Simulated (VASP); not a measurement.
Write the native input for VASP 6.6.1 that does the following.

| Quantity | Value |
| --- | --- |
| Task | relaxation of the atoms |
| Functional | LDA |
| Potentials or basis | VASP PAW LDA potentials, release 64 (B, Pt) |
| Cutoff | 520 eV |
| k mesh | 12 × 12 × 12 |
| Occupations | gaussian, width 0.05 eV |
| Spin | no spin polarisation |
| Further INCAR settings | ALGO = Normal; EDIFF = 1e-06; IBRION = 2; EDIFFG = -0.02; NSW = 60 |

The structure of BPt lies in POSCAR:

```
BPt
1.0
   -1.6113195500      1.6113195500      2.2516265200
    1.6113195500     -1.6113195500      2.2516265200
    1.6113195500      1.6113195500     -2.2516265200
B Pt
1 1
Direct
    0.5000000000      0.5000000000      0.0000000000
    0.0000000000      0.0000000000      0.0000000000
```

The cell was built by a generator and needn't be a form met in nature.

One way to write it, as run:

INCAR

```
SYSTEM = BPt
ALGO     = Normal         ! electronic algorithm
EDIFF    = 1E-6           ! SCF threshold, eV
EDIFFG   = -0.02          ! ionic threshold
ENCUT    = 520            ! plane-wave cutoff, eV
GGA      = CA             ! functional
IBRION   = 2              ! ionic algorithm
ISIF     = 2              ! what is computed and relaxed
ISMEAR   = 0              ! smearing method
LASPH    = .TRUE.         ! aspherical terms in the spheres
LCHARG   = .FALSE.        ! write CHGCAR
LREAL    = .FALSE.        ! projectors in reciprocal space
LWAVE    = .FALSE.        ! write WAVECAR
NELM     = 100            ! most SCF steps
NSW      = 60             ! ionic steps
PREC     = Accurate       ! precision mode
SIGMA    = 0.05           ! smearing width, eV
```

KPOINTS

```
k-points
0
G
  12 12 12
  0 0 0
```

Potentials or basis: VASP PAW LDA potentials, release 64 (B, Pt).

The run is started by

```sh
$ cat potpaw_LDA.64/B/POTCAR potpaw_LDA.64/Pt/POTCAR > POTCAR
$ mpirun -np 1 vasp_std > vasp.out
```

It gave:

```yaml
Pressure_after_relaxing: -11.6 GPa
Band_gap_on_the_k_mesh: none (metal or under the smearing width)
```

Caveat: the relaxation stopped at its first step, so nothing moved.

It took 28 s on 1 thread of Intel(R) Xeon(R) Platinum 8375C CPU @ 2.90GHz (Ice Lake), on a shared host, peak memory 0.16 GiB.
